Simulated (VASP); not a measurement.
# NbZn4 (Pm-3m) in VASP: a series of runs, part 3 of 3

VASP 6.6.1. The steps go on from the part before.

**6. Relaxation of cell and atoms, LDA**

File INCAR:

```
SYSTEM = NbZn4
PREC = Accurate
ENCUT = 600
EDIFF = 1E-6
ISMEAR = -1
SIGMA = 0.05
LREAL = On
LASPH = .TRUE.
NELM = 60
ALGO = Normal
ISIF = 3
LWAVE = .FALSE.
LCHARG = .FALSE.
IBRION = 2
NSW = 60
EDIFFG = -0.01
PSTRESS = 0
```

File KPOINTS:

```
regular mesh
0
G
  5 5 5
  0 0 0
```

File POSCAR:

```
NbZn4
1.0
    4.4613500000      0.0000000000      0.0000000000
    0.0000000000      4.4613500000      0.0000000000
    0.0000000000      0.0000000000      4.4613500000
Nb Zn
1 4
Direct
    0.0000000000      0.0000000000      0.0000000000
    0.5000000000      0.5000000000      0.5000000000
    0.0000000000      0.5000000000      0.5000000000
    0.5000000000      0.0000000000      0.5000000000
    0.5000000000      0.5000000000      0.0000000000
```

Potentials or basis: VASP PAW LDA potentials, release 64 (Nb_sv, Zn).

The run is started by

```bash
$ cat potpaw_LDA.64/Nb_sv/POTCAR potpaw_LDA.64/Zn/POTCAR > POTCAR
$ mpirun -np 1 vasp_std > vasp.out
```

OUTCAR:

```text
SYSTEM = NbZn4
   PREC = Accurate
   ENCUT = 600
   EDIFF = 1E-6
   ISMEAR = -1
   LREAL = On
   LASPH = .TRUE.
   NELM = 60
   ISIF = 3
   IBRION = 2
   NSW = 60
   EDIFFG = -0.01
   PSTRESS = 0

 ion  position               nearest neighbor table
   1  0.000  0.000  0.000-
   2  0.500  0.500  0.500-   3 2.23   4 2.23   5 2.23   5 2.23   4 2.23   3 2.23
   3  0.000  0.500  0.500-   2 2.23   2 2.23
   4  0.500  0.000  0.500-   2 2.23   2 2.23
   5  0.500  0.500  0.000-   2 2.23   2 2.23

  LATTYP: Found a simple cubic cell.
 ALAT       =     4.4613500000

  Lattice vectors:

 A1 = (   4.4613500000,   0.0000000000,   0.0000000000)
 A2 = (   0.0000000000,   4.4613500000,   0.0000000000)
 A3 = (   0.0000000000,   0.0000000000,   4.4613500000)

Analysis of symmetry for initial positions (statically):
=====================================================================
 Subroutine PRICEL returns:
 Original cell was already a primitive cell.

 Routine SETGRP: Setting up the symmetry group for a
 simple cubic supercell.

 Subroutine GETGRP returns: Found 48 space group operations
 (whereof 48 operations were pure point group operations)
 out of a pool of 48 trial point group operations.

The static configuration has the point symmetry O_h .

Analysis of symmetry for dynamics (positions and initial velocities):
=====================================================================
 Subroutine PRICEL returns:
 Original cell was already a primitive cell.

 Routine SETGRP: Setting up the symmetry group for a
 simple cubic supercell.

 Subroutine GETGRP returns: Found 48 space group operations
 (whereof 48 operations were pure point group operations)
 out of a pool of 48 trial point group operations.

The dynamic configuration has the point symmetry O_h .

 Subroutine INISYM returns: Found 48 space group operations
 (whereof 48 operations are pure point group operations),
 and found     1 'primitive' translations

[... 111 lines left out ...]
   LHFCALC =     F    Hartree Fock is set to
   AEXX    =    0.0000 exact exchange contribution
   IVDW    =     0    specifies the selected vdW correction
   LEPSILON=     F    determine dielectric tensor
   LRPA    =     F    only Hartree local field effects (RPA)
 conjugate gradient relaxation of ions
 non-spin polarized calculation
  energy-cutoff  :      600.00
  volume of cell :       88.80
 maximum number of plane-waves:      2986
 NGX is ok and might be reduce to    36
   NGX = 17   NGY = 17   NGZ = 17

--------------------------------------- Ionic step        1  -------------------------------------------

 number of electron      61.0000035 magnetization

 Free energy of the ion-electron system (eV)
  ---------------------------------------------------
  ext. energy  EPLUGINS =         0.00000000
  ---------------------------------------------------
  free energy    TOTEN  =        -8.55291746 eV

  energy without entropy =       -8.52227649  energy(sigma->0) =       -8.53759698

------------------------ aborting loop because EDIFF is reached ----------------------------------------

  FORCE on cell =-STRESS in cart. coord.  units (eV):
  Direction    XX          YY          ZZ          XY          YZ          ZX
  --------------------------------------------------------------------------------------
  -------------------------------------------------------------------------------------
  Total       11.8372357     11.8372357     11.8372357      0.0000000      0.0000000     -0.0000000
  in kB      213.5806928    213.5806928    213.5806928      0.0000000      0.0000000     -0.0000000
  external PRESSURE =     213.5806928 kB  Pullay stress =       0.0000000 kB
[... 26 lines left out ...]
--------------------------------------- Ionic step        2  -------------------------------------------

 number of electron      60.9999823 magnetization

 E-fermi :   1.4732     XC(G=0):  -9.8434

 val. band max:        1.4714943604   @ k =   0.2000   0.2000   0.0000
 cond. band min:       1.5005084170   @ k =   0.4000   0.2000   0.0000
 fundamental gap:      0.0290140566
 Fermi energy:         1.4731712382

 k-point     1 :       0.0000    0.0000    0.0000
  band No.  band energies     occupation
      1     -54.2885      2.00000
      2     -30.5064      2.00000
      3     -30.5064      2.00000
      4     -30.5064      2.00000
      5      -6.5089      2.00000
      6      -5.4190      2.00000
[... 612 lines left out ...]
--------------------------------------- Ionic step        8  -------------------------------------------

 number of electron      60.9999863 magnetization

 Free energy of the ion-electron system (eV)
  ---------------------------------------------------
  ext. energy  EPLUGINS =         0.00000000
  ---------------------------------------------------
  free energy    TOTEN  =        -7.09935247 eV

  energy without entropy =       -7.05077183  energy(sigma->0) =       -7.07506215

 E-fermi :   2.9141     XC(G=0): -10.7815

 val. band max:        2.9104023418   @ k =   0.2000   0.2000   0.0000
 cond. band min:       2.9392126845   @ k =   0.2000   0.2000   0.0000
 fundamental gap:      0.0288103427
 Fermi energy:         2.9141159050

 k-point     1 :       0.0000    0.0000    0.0000
  band No.  band energies     occupation
      1     -52.7321      2.00000
      2     -28.9592      2.00000
      3     -28.9592      2.00000
      4     -28.9592      2.00000
      5      -6.4511      2.00000
      6      -5.0573      2.00000
[... 411 lines left out ...]
  FREE ENERGIE OF THE ION-ELECTRON SYSTEM (eV)
  ---------------------------------------------------
  free  energy   TOTEN  =        -7.0993524689 eV

  energy  without entropy=       -7.0507718261  energy(sigma->0) =       -7.07506215

 reached required accuracy - stopping structural energy minimisation
```

It took 1.9 min on 1 thread of Intel Xeon 6975P-C (Granite Rapids), shared host; peak memory 0.19 GiB.

These settings aren't checked as converged (typed here: LREAL = On): the numbers below hold their error.

What came out:

```yaml
Free_energy: -7.0994 eV
Relaxed_volume: 20.08 Å³/atom
Relaxed_cell: a = 4.648 Å, b = 4.648 Å, c = 4.648 Å, α = 90.00°, β = 90.00°, γ = 90.00°
Space_group_after_relaxing_to_0.05_Å: Pm-3m (No. 221)
Energy_gained_by_relaxing: -290.7 meV/atom
Ionic_steps: 8
Pressure_after_relaxing: -0.1 GPa
Band_gap_on_the_k_mesh: none (metal or under the smearing width)
```

**7. The runs side by side**

```csv
cell,target pressure,gap on the mesh (eV),pressure (GPa)
relaxed to 10 GPa,10 GPa,none,10.0
relaxed to 20 GPa,20 GPa,none,20.0
relaxed to 30 GPa,30 GPa,none,30.1
relaxed,-,none,-0.1
```

Alike in all rows: task relaxation of cell and atoms; level LDA; potentials or basis VASP PAW LDA potentials, release 64 (Nb_sv, Zn); no spin polarisation; k mesh 5 × 5 × 5; cutoff (eV) 600; smearing fermi-dirac 0.05 eV.

Caveats: the cell is relaxed towards a set pressure, so the enthalpy falls and the energy may rise (some runs); the volume moved by over 15 % at a fixed basis, so the end points are rough (some runs).

Total energies depend on the potentials used, so only differences within one code and one set of settings carry meaning.
